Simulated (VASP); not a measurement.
MgS (rock salt): the band gap from VASP (plane waves, PAW) at several levels of theory. Gaps are without spin-orbit coupling. Each level names its cell: its own relaxed one, PBE's, or the starting one. A gap is the smallest over the k-mesh and a band path; hybrids may have named points in place of the path, and GW has the mesh alone. mBJ is a potential without an energy functional, so only the levels count. The mesh is coarse and the basis finite, so the quasiparticle values are not converged.

```json
[
 {"level": "LDA (own cell)", "band gap (eV)": "2.66"},
 {"level": "PBE (own cell)", "band gap (eV)": "2.75"},
 {"level": "PBEsol (own cell)", "band gap (eV)": "2.74"},
 {"level": "RPBE (own cell)", "band gap (eV)": "2.83"},
 {"level": "AM05 (own cell)", "band gap (eV)": "2.78"},
 {"level": "PBE-D3(BJ) (own cell)", "band gap (eV)": "2.84"},
 {"level": "PBE-D4 (own cell)", "band gap (eV)": "2.82"},
 {"level": "optB88-vdW (own cell)", "band gap (eV)": "2.82"},
 {"level": "rev-vdW-DF2 (own cell)", "band gap (eV)": "2.78"},
 {"level": "revTPSS (own cell)", "band gap (eV)": "3.04"},
 {"level": "SCAN (own cell)", "band gap (eV)": "3.44"},
 {"level": "r2SCAN (own cell)", "band gap (eV)": "3.45"},
 {"level": "r2SCAN+rVV10 (own cell)", "band gap (eV)": "3.44"},
 {"level": "mBJ (TB09) (PBE cell)", "band gap (eV)": "3.98"},
 {"level": "HSE06 (PBE cell)", "band gap (eV)": "3.74"},
 {"level": "HSEsol (PBE cell)", "band gap (eV)": "3.69"},
 {"level": "PBE0 (PBE cell)", "band gap (eV)": "4.45"},
 {"level": "B3LYP (PBE cell)", "band gap (eV)": "4.16"},
 {"level": "Hartree-Fock (PBE cell)", "band gap (eV)": "10.09"},
 {"level": "G0W0@PBE (starting cell)", "band gap (eV)": "4.29"},
 {"level": "evGW0@PBE (starting cell)", "band gap (eV)": "4.56"}
]
```

The cell of the LDA (own cell) run:

```
CELL_PARAMETERS angstrom
      0.00000     2.55870     2.55870
      2.55870     0.00000     2.55870
      2.55870     2.55870     0.00000
ATOMIC_POSITIONS crystal
  Mg 0.00000 0.00000 0.00000
  S  0.50000 0.50000 0.50000
```

Only levels that ran to the end are used. Left out are those held back, those with too coarse a band path, GW runs whose mesh misses a band edge, hybrids' fits of cells that aren't cubic and levels without matching references; a question may draw on a part of the rest.

The compound is MgS in the rock salt structure.
